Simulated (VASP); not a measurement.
Calculation: PBE GGA with D3 dispersion (zero damping), VASP's PBE PAW potentials (set 64) (plane waves; VASP).

VASP input:

File KPOINTS:
```
kpoints
0
gamma
13 13 10
0 0 0
```

### INCAR
```
LASPH = .TRUE.   ! aspherical one-centre terms
LORBIT = 11   ! lm-projected
NEDOS = 601
ENCUT = 520
LWAVE = .FALSE.
LREAL = .FALSE.
NELM = 100
ALGO = Normal   ! blocked Davidson
ISIF = 2
GGA = PE
EDIFF = 1E-7   ! SCF stop (eV)
LEFG = .TRUE.
PREC = Accurate
SYSTEM = HfB2
LCHARG = .TRUE.
LMAXMIX = 6   ! l cut-off of mixed one-centre charges
ISMEAR = -5   ! tetrahedra, Bloechl
IVDW = 11   ! D3, zero damping
```

File POSCAR:
```
HfB2
3.1248850
  0.4999999992  -0.8660254755   0.0000000000
  0.4999999992   0.8660254755   0.0000000000
  0.0000000000   0.0000000000   1.1116924346
Hf B
1 2
Cartesian
  0.4999999992  -0.8660254755   0.0000000000
  0.4999999992   0.2886757359   0.5558462173
  0.4999999992  -0.2886757359   0.5558462173
```

POTCAR, in this order: Hf_pv B (PBE.64 set). Program: vasp_std.

Output

File OSZICAR:
```
       N       E                     dE             d eps       ncg     rms          rms(c)
DAV:   1     0.289836050890E+02    0.28984E+02   -0.84453E+03  3032   0.127E+03
DAV:   2    -0.270703790718E+02   -0.56054E+02   -0.52476E+02  3776   0.239E+02
DAV:   3    -0.287876449546E+02   -0.17173E+01   -0.16922E+01  3984   0.323E+01
DAV:   4    -0.288012621030E+02   -0.13617E-01   -0.13737E-01  3676   0.305E+00
DAV:   5    -0.288014011343E+02   -0.13903E-03   -0.14378E-03  3912   0.255E-01    0.534E+01
DAV:   6    -0.265101870531E+02    0.22912E+01   -0.52730E+00  3616   0.152E+01    0.391E+01
DAV:   7    -0.264628161992E+02    0.47371E-01   -0.16429E+00  3816   0.892E+00    0.119E+01
DAV:   8    -0.263986614547E+02    0.64155E-01   -0.46595E-01  3588   0.482E+00    0.185E+00
DAV:   9    -0.263936898611E+02    0.49716E-02   -0.33070E-02  3532   0.142E+00    0.272E-01
DAV:  10    -0.263936731434E+02    0.16718E-04   -0.90067E-04  3720   0.265E-01    0.351E-01
DAV:  11    -0.263936966501E+02   -0.23507E-04   -0.97251E-05  3712   0.800E-02    0.191E-01
DAV:  12    -0.263936851456E+02    0.11505E-04   -0.97777E-06  3736   0.276E-02    0.176E-02
DAV:  13    -0.263936853921E+02   -0.24648E-06   -0.40302E-07  3656   0.640E-03    0.553E-03
DAV:  14    -0.263936854986E+02   -0.10650E-06   -0.59307E-09  2064   0.726E-04    0.228E-03
DAV:  15    -0.263936855452E+02   -0.46659E-07   -0.10729E-09  1964   0.297E-04
   1 F= -.27179109E+02 E0= -.27179109E+02  d E =0.000000E+00
```

File OUTCAR:
```
------------------------ aborting loop because EDIFF is reached ----------------------------------------
 Edisp (eV)   -0.78542
  FORCE on cell =-STRESS in cart. coord.  units (eV):
  Direction    XX          YY          ZZ          XY          YZ          ZX
  --------------------------------------------------------------------------------------
  Total       0.01974     0.01974    -0.10586     0.00000     0.00000     0.00000
  in kB       1.07663     1.07663    -5.77350     0.00000     0.00000     0.00000
  external pressure =       -1.21 kB  Pullay stress =        0.00 kB
  volume of cell :       29.38
      direct lattice vectors                 reciprocal lattice vectors
     1.562442497 -2.706230018  0.000000000     0.320011777 -0.184758870  0.000000000
     1.562442497  2.706230018  0.000000000     0.320011777  0.184758870  0.000000000
     0.000000000  0.000000000  3.473911014     0.000000000  0.000000000  0.287859993
 POSITION                                       TOTAL-FORCE (eV/Angst)
 -----------------------------------------------------------------------------------
      0.00000      0.00000      0.00000        -0.000000      0.000000     -0.000000
      1.56244      0.90208      1.73696         0.000000      0.000000     -0.000000
      1.56244     -0.90208      1.73696         0.000000     -0.000000      0.000000
 -----------------------------------------------------------------------------------
    total drift:                                0.000000     -0.000000      0.000000
  FREE ENERGIE OF THE ION-ELECTRON SYSTEM (eV)
  ---------------------------------------------------
  free  energy   TOTEN  =       -27.1791086042 eV

  energy  without entropy=      -27.1791086042  energy(sigma->0) =      -27.17910860

 total charge

# of ion       s       p       d       tot
------------------------------------------
    1        0.301   6.592   1.856   8.749
    2        0.667   1.288   0.000   1.956
    3        0.667   1.288   0.000   1.956
--------------------------------------------------
tot          1.636   9.169   1.856  12.661

 Electric field gradients after diagonalization (V/A^2)
 (convention: |V_zz| > |V_xx| > |V_yy|)
----------------------------------------------------------------------
 ion       V_xx      V_yy      V_zz     asymmetry (V_yy - V_xx)/ V_zz
----------------------------------------------------------------------
   1     -39.221   -39.217    78.438       0.000
   2      -0.885    -0.885     1.770       0.000
   3      -0.885    -0.885     1.770       0.000
```
(Selected blocks of OUTCAR.)

File OUTCAR:
```
 val. band max:        7.9652104366   @ k =   0.0769   0.0000   0.3000

 cond. band min:       7.5456658559   @ k =   0.1538   0.1538   0.2000


 Fermi energy:         7.9682329915

 k-point     1 :       0.0000    0.0000    0.0000
  band No.  band energies     occupation
      1     -22.8414      2.00000
      2     -22.3222      2.00000
      3     -22.3222      2.00000
      4      -6.0623      2.00000
      5       4.7142      2.00000
      6       4.8604      2.00000
      7       4.8605      2.00000
      8       4.9543      2.00000
      9      11.8487      0.00000
     10      11.8487      0.00000
     11      12.4568      0.00000
     12      12.4573      0.00000

 k-point     2 :       0.0769    0.0000    0.0000
  band No.  band energies     occupation
      1     -22.8335      2.00000
      2     -22.3712      2.00000
      3     -22.3330      2.00000
      4      -5.9326      2.00000
      5       4.4917      2.00000
      6       4.8404      2.00000
      7       4.8474      2.00000
      8       4.8534      2.00000
      9      11.4447      0.00000
     10      11.7561      0.00000
     11      11.8275      0.00000
     12      12.0129      0.00000

 k-point     3 :       0.1538   -0.0000    0.0000
  band No.  band energies     occupation
      1     -22.8114      2.00000
      2     -22.5045      2.00000
      3     -22.3627      2.00000
      4      -5.5558      2.00000
      5       3.5914      2.00000
      6       4.5571      2.00000
      7       4.8117      2.00000
      8       5.1774      2.00000
      9      10.3748      0.00000
     10      11.4964      0.00000
     11      11.5131      0.00000
     12      12.1916      0.00000

 k-point     4 :       0.2308   -0.0000    0.0000
  band No.  band energies     occupation
      1     -22.7801      2.00000
      2     -22.6870      2.00000
      3     -22.4044      2.00000
      4      -4.9643      2.00000
      5       2.4626      2.00000
      6       4.2185      2.00000
...
```

For a metal the tetrahedron method with Blöchl corrections gives inexact stress and forces. Unless said otherwise, spin-orbit coupling is left out, though it shifts the bands of the heavy elements here.

The compound is HfB2 in the AlB2 type structure. It was relaxed first.
